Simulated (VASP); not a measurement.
# ZnCdSeS (space group P3m1): computed properties

All values below come from LDA (Ceperley-Alder, Perdew-Zunger), VASP's LDA PAW potentials (set 64) (plane waves; VASP 6.6.1).

For ZnCdSeS, the space group comes out as P3m1 (156), the cell comes out as a = 3.9646 Å, b = 3.9646 Å, c = 6.6465 Å, α = 90.00°, β = 90.00°, γ = 120.00° and the volume per atom is 22.62 Å³/atom. The band gap (over mesh and band path) is 0.57 eV and the smallest direct gap (over mesh and band path) comes out as 0.57 eV. The Hill bulk modulus is 67.4 GPa, the Hill shear modulus comes out as 22.4 GPa and the Poisson's ratio is 0.350. The band-edge character is direct, Γ to Γ. The density is 5.30 g/cm³ and the optical Γ-point spectrum is 42 (×2), 166, 195 (×2), 221, 243 (×2), 290 cm⁻¹.

```xyz
4
Lattice="3.9646 0.0000 0.0000 -1.9823 3.4334 0.0000 0.0000 0.0000 6.6465" Properties=species:S:1:pos:R:3 pbc="T T T"
Zn     0.0000     2.2890     6.5712
Cd     0.0000     0.0000     3.4532
Se     0.0000     2.2890     2.3320
S      0.0000     0.0000     5.9348
```

The structure comes from a computed database's ZnCdSeS entry (P3m1); how it stands against other phases isn't given here. It was relaxed first, which changed the volume by -9 %. Symmetry was kept, so distortions that lower it aren't found.
